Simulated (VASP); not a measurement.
The system is ZrTaO4.

```
Zr Ta O
1.0
     4.04173    0.00000    0.00000
    -2.02087    3.50024    0.00000
     0.00000    0.00000    5.67329
Zr Ta O
1 1 4
Direct
  0.66667 0.33333 0.00000
  0.33333 0.66667 0.00000
  0.33333 0.66667 0.50000
  0.00000 0.00000 0.50000
  0.00000 0.00000 0.00000
  0.66667 0.33333 0.50000
```

The cell was built by a generator and needn't be a form met in nature.

* Program: VASP 6.6.1
* Task: relaxation of cell and atoms
* Functional: PBE
* Potentials or basis: VASP PAW PBE potentials, release 64 (Zr_sv, Ta_pv, O)
* Cutoff: 520 eV
* k mesh: 4 × 4 × 3
* Occupations: gaussian, width 0.15 eV
* Spin: no spin polarisation

At the start: pressure 1.6 GPa; volume 13.38 Å³/atom.

Question: How do energy, volume and symmetry change on relaxing?

Answer: Over 9 steps the energy falls by 1803.7 meV/atom and the volume is 13.71 Å³/atom (+2.5 %); space group P-6m2 (No. 187, to 0.05 Å).

The path:
```csv
step,energy change (eV),largest force (eV/Å),pressure (GPa),volume (Å³)
1,0.0000,0.0000,1.61,80.26
2,-3.2774,0.0000,-8.39,80.81
3,20.8336,0.0000,202.11,68.02
4,-4.8741,0.0000,-10.40,80.52
5,-10.6157,0.0000,8.93,76.68
6,-10.1711,0.0000,24.66,75.47
7,-10.6239,0.0000,11.74,76.43
8,-10.3435,0.0000,-15.37,91.56
9,-10.8223,0.0000,-0.47,82.24
```

Final structure:
```xyz
6
Lattice="4.9653 0.0000 0.0000 -2.4826 4.3000 0.0000 0.0000 0.0000 3.8518" Properties=species:S:1:pos:R:3 pbc="T T T"
Zr    2.4826    1.4333    0.0000
Ta    0.0000    2.8667    0.0000
O     0.0000    2.8667    1.9259
O     0.0000    0.0000    1.9259
O     0.0000    0.0000    0.0000
O     2.4826    1.4333    1.9259
```

Caveat: the k mesh is coarse (spacing up to 0.45 Å⁻¹), so the values aren't converged; an odd number of electrons without spin polarisation forces a metal; a magnetic or distorted state may lie lower.
